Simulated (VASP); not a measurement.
**Nd3SnN (space group Pm-3m): computed properties**

Method: PBEsol GGA, VASP's PBE PAW potentials (set 64) (plane waves; VASP 6.6.1).

For Nd$_{3}$SnN, the space group comes out as Pm-3m (221) and the cell is a = 4.943 Å, b = 4.943 Å, c = 4.943 Å, α = 90.00°, β = 90.00°, γ = 90.00°. The volume per atom is 24.15 Å³/atom and the band gap (over mesh and band path) comes out as none (metal, semimetal or under 0.01 eV). The density comes out as 7.78 g/cm³.

```
Nd3SnN
1.0
    4.94281     0.00000     0.00000
    0.00000     4.94281     0.00000
    0.00000     0.00000     4.94281
Nd Sn N
3 1 1
Direct
  0.50000   0.50000   0.00000
  0.00000   0.50000   0.50000
  0.50000   0.00000   0.50000
  0.00000   0.00000   0.00000
  0.50000   0.50000   0.50000
```

The 4f electrons are frozen in the core of the lanthanide potential, so 4f levels, which can set the real gap, and their magnetism are missing. Unless said otherwise, spin-orbit coupling is left out, though it shifts the bands of the heavy elements here.

The structure comes from a computed database's Nd3SnN entry (Pm-3m); how it stands against other phases isn't given here. It was relaxed first. Symmetry was kept, so distortions that lower it aren't found.
